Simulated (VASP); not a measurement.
# SiB (P-6m2) in VASP: band structure with PBE

Aim: the band structure of SiB with PBE.

All numbers are computed with VASP 6.6.1; they aren't measurements. Logs are shortened: lines on timing, memory, paths and dates and some standing lists are left out, and cuts for length are marked.

## (1) The crystal as given

The structure is hexagonal, space group P-6m2 (No. 187). Conventional cell: a = 3.198 Å, b = 3.198 Å, c = 5.853 Å, α = 90.00°, β = 90.00°, γ = 120.00°. Around Si (site symmetry 3m) lie 3 B at 2.06 Å and 1 Si at 2.37 Å. B (site symmetry 3m) is surrounded by 1 B at 1.64 Å.

The cell was built by a generator and needn't be a form met in nature.

## (2) Band structure, PBE

INCAR

```
SYSTEM = SiB
PREC = Accurate
ENCUT = 520
EDIFF = 1E-6
ISMEAR = 0
SIGMA = 0.1
LREAL = .False.
LASPH = .True.
NELM = 80
ALGO = Normal
ISIF = 2
LWAVE = .False.
LCHARG = .False.
GGA = PE
NBANDS = 15
```

KPOINTS

```
Automatic mesh
0
Gamma
  12 12 6
  0 0 0
```

POSCAR

```
SiB
1.0
    3.1984520000      0.0000000000      0.0000000000
   -1.5992260000      2.7699400000      0.0000000000
    0.0000000000      0.0000000000      5.8527200000
Si B
2 2
Direct
    0.0000000000      0.0000000000      0.7027130000
    0.0000000000      0.0000000000      0.2972870000
    0.6666670000      0.3333330000      0.8600380000
    0.6666670000      0.3333330000      0.1399620000
```

KPOINTS_OPT

```
path GMKGALHA,LM,KH
20
line-mode
reciprocal
 0.0000000000  0.0000000000  0.0000000000  G
 0.5000000000  0.0000000000  0.0000000000  M

 0.5000000000  0.0000000000  0.0000000000  M
 0.3333333333  0.3333333333  0.0000000000  K

 0.3333333333  0.3333333333  0.0000000000  K
 0.0000000000  0.0000000000  0.0000000000  G

 0.0000000000  0.0000000000  0.0000000000  G
 0.0000000000  0.0000000000  0.5000000000  A

 0.0000000000  0.0000000000  0.5000000000  A
 0.5000000000  0.0000000000  0.5000000000  L

 0.5000000000  0.0000000000  0.5000000000  L
 0.3333333333  0.3333333333  0.5000000000  H

 0.3333333333  0.3333333333  0.5000000000  H
 0.0000000000  0.0000000000  0.5000000000  A

 0.5000000000  0.0000000000  0.5000000000  L
 0.5000000000  0.0000000000  0.0000000000  M

 0.3333333333  0.3333333333  0.0000000000  K
 0.3333333333  0.3333333333  0.5000000000  H
```

Potentials or basis: VASP PAW PBE potentials, release 64 (Si, B).

On the command line:

```sh
$ cat potpaw_PBE.64/Si/POTCAR potpaw_PBE.64/B/POTCAR > POTCAR
$ mpirun -np 1 vasp_std > vasp.out
```

OUTCAR:

```text
SYSTEM = SiB
   PREC = Accurate
   ENCUT = 520
   EDIFF = 1E-6
   ISMEAR = 0
   LREAL = .False.
   LASPH = .True.
   NELM = 80
   ISIF = 2
   GGA = PE

 ion  position               nearest neighbor table
   1  0.000  0.000  0.703-   3 2.06   3 2.06   3 2.06   2 2.37
   2  0.000  0.000  0.297-   4 2.06   4 2.06   4 2.06   1 2.37
   3  0.667  0.333  0.860-   4 1.64   1 2.06   1 2.06   1 2.06
   4  0.667  0.333  0.140-   3 1.64   2 2.06   2 2.06   2 2.06

  LATTYP: Found a hexagonal cell.
 ALAT       =     3.1984520000
 C/A-ratio  =     1.8298601949

  Lattice vectors:

 A1 = (   3.1984520000,   0.0000000000,   0.0000000000)
 A2 = (  -1.5992260000,   2.7699400000,   0.0000000000)
 A3 = (   0.0000000000,   0.0000000000,   5.8527200000)

Analysis of symmetry for initial positions (statically):
=====================================================================
 Subroutine PRICEL returns:
 Original cell was already a primitive cell.

 Routine SETGRP: Setting up the symmetry group for a
 hexagonal supercell.

 Subroutine GETGRP returns: Found 12 space group operations
 (whereof 12 operations were pure point group operations)
 out of a pool of 24 trial point group operations.

The static configuration has the point symmetry D_3h.

Analysis of symmetry for dynamics (positions and initial velocities):
=====================================================================
 Subroutine PRICEL returns:
 Original cell was already a primitive cell.

 Routine SETGRP: Setting up the symmetry group for a
 hexagonal supercell.

 Subroutine GETGRP returns: Found 12 space group operations
 (whereof 12 operations were pure point group operations)
 out of a pool of 24 trial point group operations.

The dynamic configuration has the point symmetry D_3h.

 Subroutine INISYM returns: Found 12 space group operations
 (whereof 12 operations are pure point group operations),
 and found     1 'primitive' translations

----------------------------------------------------------------------------------------

                                     Primitive cell

  volume of cell :      51.8523

  direct lattice vectors                    reciprocal lattice vectors
     3.198452000  0.000000000  0.000000000     0.312651245  0.180509325  0.000000000
    -1.599226000  2.769940000  0.000000000     0.000000000  0.361018650  0.000000000
     0.000000000  0.000000000  5.852720000     0.000000000  0.000000000  0.170860728

  length of vectors
     3.198452000  3.198451407  5.852720000     0.361018583  0.361018650  0.170860728

  position of ions in fractional coordinates (direct lattice)
     0.000000000  0.000000000  0.702713000
     0.000000000  0.000000000  0.297287000
     0.666667000  0.333333000  0.860038000
     0.666667000  0.333333000  0.139962000

  ion indices of the primitive-cell ions
   primitive index   ion index
                 1           1
                 2           2
                 3           3
                 4           4

----------------------------------------------------------------------------------------

 KPOINTS: Automatic mesh

Automatic generation of k-mesh.
 Grid dimensions read from file:
 generate k-points for:   12   12    6

 Generating k-lattice:

  Cartesian coordinates                     Fractional coordinates (reciprocal lattice)
     0.026054270  0.015042444  0.000000000     0.083333333 -0.000000000  0.000000000
     0.000000000  0.030084888  0.000000000     0.000000000  0.083333333  0.000000000
     0.000000000  0.000000000  0.028476788     0.000000000  0.000000000  0.166666667

  Length of vectors
     0.030084882  0.030084888  0.028476788

  Shift w.r.t. Gamma in fractional coordinates (k-lattice)
     0.000000000  0.000000000  0.000000000

 Subroutine IBZKPT returns following result:
 ===========================================

 Found     76 irreducible k-points:

 Following reciprocal coordinates:
            Coordinates               Weight
  0.000000  0.000000  0.000000      1.000000
  0.083333  0.000000  0.000000      6.000000
  0.166667 -0.000000  0.000000      6.000000
  0.250000 -0.000000  0.000000      6.000000
  0.333333  0.000000  0.000000      6.000000
  0.416667  0.000000  0.000000      6.000000
[... 16 lines left out ...]
  0.250000 -0.000000  0.166667     12.000000
  0.333333  0.000000  0.166667     12.000000
 [... further k-points ...]
   k-points           NKPTS =     76   k-points in BZ     NKDIM =     76   number of bands    NBANDS=     15
   number of dos      NEDOS =    301   number of ions     NIONS =      4
   total plane-waves  NPLWV =  27648
   dimension x,y,z NGX =    24 NGY =   24 NGZ =   48
   dimension x,y,z NGXF=    48 NGYF=   48 NGZF=   96
   ions per type =               2   2
   NGX,Y,Z   is equivalent  to a cutoff of  12.47, 12.47, 13.63 a.u.
   NGXF,Y,Z  is equivalent  to a cutoff of  24.95, 24.95, 27.27 a.u.
 SYSTEM =  SiB
   PREC   = accura    normal or accurate (medium, high low for compatibility)
   ISTART =      0    job   : 0-new  1-cont  2-samecut
   ICHARG =      2    charge: 1-file 2-atom 10-const
   ISPIN  =      1    spin polarized calculation?
   LNONCOLLINEAR =      F non collinear calculations
   LSORBIT =      F    spin-orbit coupling
   LASPH  =      T    aspherical Exc in radial PAW
   ENCUT  =  520.0 eV  38.22 Ry    6.18 a.u.   5.95  5.95 10.88*2*pi/ulx,y,z
   NELM   =     80;   NELMIN=  2; NELMDL= -5     # of ELM steps
   EDIFF  = 0.1E-05   stopping-criterion for ELM
   LREAL  =      F    real-space projection
[... 7 lines left out ...]
   TEBEG  =    0.0;   TEEND  =   0.0 temperature during run
   PSTRESS=    0.0 pullay stress
   NELECT =      14.0000    total number of electrons
   NUPDOWN=      -1.0000    fix difference up-down
   EMIN   =  10.00;   EMAX   =-10.00  energy-range for DOS
   EFERMI =   0.00;   METHOD = LEGACY
   ISMEAR =     0;   SIGMA  =   0.10  broadening in eV -4-tet -1-fermi 0-gaus
   EFERMI_NEDOS =   21; number of points for ismear=-14 and -15
   IALGO  =     38    algorithm
   IMIX   =      4    mixing-type and parameters
     AMIX     =   0.40;   BMIX     =  1.00
     AMIX_MAG =   1.60;   BMIX_MAG =  1.00
  volume/ion in A,a.u.               =      12.96        87.48
  Fermi-wavevector in a.u.,A,eV,Ry     =   1.058104  1.999526 15.232855  1.119583
  Thomas-Fermi vector in A             =   2.193401
   LORBIT       =      0    0 simple, 1 ext, 2 COOP (PROOUT), +10 PAW based schemes
   GGA     = PE    functional components
   LHFCALC =     F    Hartree Fock is set to
   AEXX    =    0.0000 exact exchange contribution
   IVDW    =     0    specifies the selected vdW correction
   LEPSILON=     F    determine dielectric tensor
   LRPA    =     F    only Hartree local field effects (RPA)
 non-spin polarized calculation
 Gauss-broadening in eV      SIGMA  =   0.10
  energy-cutoff  :      520.00
  volume of cell :       51.85
 maximum number of plane-waves:      1416
 NGX is ok and might be reduce to    24
   NGX = 11   NGY = 11   NGZ = 21

 number of electron      13.9999999 magnetization

 Free energy of the ion-electron system (eV)
  ---------------------------------------------------
  ext. energy  EPLUGINS =         0.00000000
  ---------------------------------------------------
  free energy    TOTEN  =       -22.78313232 eV

  energy without entropy =      -22.77686537  energy(sigma->0) =      -22.77999885

 E-fermi :   5.6212     XC(G=0): -10.4228

 val. band max:        5.6157350199   @ k =   0.2500   0.1667   0.0000
 cond. band min:       5.6290637268   @ k =   0.0833   0.0833   0.0000
 fundamental gap:      0.0133287069
 Fermi energy:         5.6211770107

 k-point     1 :       0.0000    0.0000    0.0000
  band No.  band energies     occupation
      1      -6.6891      2.00000
      2      -3.8998      2.00000
      3      -1.5828      2.00000
      4       5.8021      0.01052
      5       6.5666      0.00000
      6       6.5666      0.00000
      7       9.0771      0.00000
      8       9.0771      0.00000
      9      10.1692      0.00000
     10      11.3662      0.00000
     11      11.3662      0.00000
     12      12.4541      0.00000
     13      14.1419      0.00000
     14      14.1419      0.00000
     15      14.9926      0.00000

 k-point     2 :       0.0833    0.0000    0.0000
  band No.  band energies     occupation
      1      -6.5715      2.00000
      2      -3.7823      2.00000
      3      -1.4805      2.00000
      4       5.7511      0.06616
      5       5.9335      0.00001
      6       6.3402      0.00000
      7       8.3806      0.00000
      8       8.8313      0.00000
      9      10.2936      0.00000
     10      10.9282      0.00000
     11      11.5780      0.00000
     12      13.0628      0.00000
     13      13.9565      0.00000
     14      14.5679      0.00000
     15      15.4034      0.00000

 k-point     3 :       0.1667   -0.0000    0.0000
  band No.  band energies     occupation
      1      -6.2201      2.00000
      2      -3.4316      2.00000
      3      -1.1814      2.00000
      4       4.4140      2.00000
      5       5.6837      0.37625
      6       5.8286      0.00335
      7       6.8792      0.00000
      8       8.2893      0.00000
      9      10.1575      0.00000
     10      10.5992      0.00000
     11      11.8955      0.00000
     12      13.1427      0.00000
     13      13.4050      0.00000
     14      15.0408      0.00000
     15      15.6177      0.00000
[... 343 lines left out ...]
 k-point    23 :       0.2500   -0.0000    0.1667
  band No.  band energies     occupation
      1      -5.5405      2.00000
      2      -3.3021      2.00000
      3      -0.1199      2.00000
      4       2.8279      2.00000
      5       4.5463      2.00000
      6       5.3385      1.99994
      7       5.4612      1.97636
      8       7.5353      0.00000
      9       9.3619      0.00000
     10      11.0778      0.00000
     11      12.0682      0.00000
     12      12.2636      0.00000
     13      13.0084      0.00000
     14      15.8692      0.00000
     15      16.4730      0.00000

 k-point    24 :       0.3333    0.0000    0.1667
  band No.  band energies     occupation
      1      -4.7500      2.00000
      2      -2.5195      2.00000
      3       0.1510      2.00000
      4       1.5360      2.00000
      5       3.0497      2.00000
      6       4.8940      2.00000
      7       4.9207      2.00000
      8       7.0720      0.00000
      9       8.8284      0.00000
     10      10.6978      0.00000
     11      11.5822      0.00000
     12      12.1047      0.00000
     13      12.6052      0.00000
     14      15.3428      0.00000
     15      17.0129      0.00000

 [... further k-points ...]

------------------------ aborting loop because EDIFF is reached ----------------------------------------

  FORCE on cell =-STRESS in cart. coord.  units (eV):
  Direction    XX          YY          ZZ          XY          YZ          ZX
  --------------------------------------------------------------------------------------
  -------------------------------------------------------------------------------------
  Total        0.0173606      0.0173606      0.0067011      0.0000000      0.0000000      0.0000000
  in kB        0.5364221      0.5364218      0.2070554      0.0000000      0.0000000      0.0000000
  external PRESSURE =       0.4266331 kB  Pullay stress =       0.0000000 kB

 VOLUME and BASIS-vectors are now :
 -----------------------------------------------------------------------------
  energy-cutoff  :      520.00
  volume of cell :       51.85
      direct lattice vectors                 reciprocal lattice vectors
     3.198452000  0.000000000  0.000000000     0.312651245  0.180509325  0.000000000
    -1.599226000  2.769940000  0.000000000     0.000000000  0.361018650  0.000000000
     0.000000000  0.000000000  5.852720000     0.000000000  0.000000000  0.170860728

 POSITION                                       TOTAL-FORCE (eV/Angst)
 -----------------------------------------------------------------------------------
      0.00000      0.00000      4.11278        -0.000000     -0.000000     -0.001932
      0.00000      0.00000      1.73994        -0.000000     -0.000000      0.001932
      1.59923      0.92331      5.03356         0.000000      0.000000      0.003541
      1.59923      0.92331      0.81916        -0.000000      0.000000     -0.003541
 -----------------------------------------------------------------------------------
    total drift:                               -0.000346      0.000190      0.000000

  FREE ENERGIE OF THE ION-ELECTRON SYSTEM (eV)
  ---------------------------------------------------
  free  energy   TOTEN  =       -22.7831323173 eV

  energy  without entropy=      -22.7768653728  energy(sigma->0) =      -22.77999885
```

Run time: 41 s. Hardware: 1 thread of Intel Xeon 6975P-C (Granite Rapids), shared host; peak memory 0.22 GiB.

What came out:

- Free energy: -22.7831 eV
- Pressure: 0.0 GPa
- Largest force: 0.004 eV/Å
- Band gap along the path: none (metal or under the smearing width)

Forces in eV/Å, atoms in the order of the input:
```
Si   0.000  0.000 -0.002
Si   0.000  0.000  0.002
B    0.000  0.000  0.004
B    0.000  0.000 -0.004
```

Levels at the corners of the path, in eV from the Fermi level:
```
point  band 5  band 6  band 7  band 8  band 9  band 10
    Γ    0.95    0.95    3.46    3.46    4.55     5.75
    M   -4.05   -2.27   -1.17    1.25    3.13     4.75
    M   -4.05   -2.27   -1.17    1.25    3.13     4.75
    K   -4.42   -2.71   -2.67   -2.18    1.66     6.11
    K   -4.42   -2.71   -2.67   -2.18    1.66     6.11
    Γ    0.95    0.95    3.46    3.46    4.55     5.75
    Γ    0.95    0.95    3.46    3.46    4.55     5.75
    A    1.13    1.13    2.91    2.91    6.42     6.69
    A    1.13    1.13    2.91    2.91    6.42     6.69
    L   -1.97   -0.96   -0.85    0.48    2.76     3.49
    L   -1.97   -0.96   -0.85    0.48    2.76     3.49
    H   -4.14   -3.46   -1.51   -0.31    4.11     4.32
    H   -4.14   -3.46   -1.51   -0.31    4.11     4.32
    A    1.13    1.13    2.91    2.91    6.42     6.69
    L   -1.97   -0.96   -0.85    0.48    2.76     3.49
    M   -4.05   -2.27   -1.17    1.25    3.13     4.75
    K   -4.42   -2.71   -2.67   -2.18    1.66     6.11
    H   -4.14   -3.46   -1.51   -0.31    4.11     4.32
```
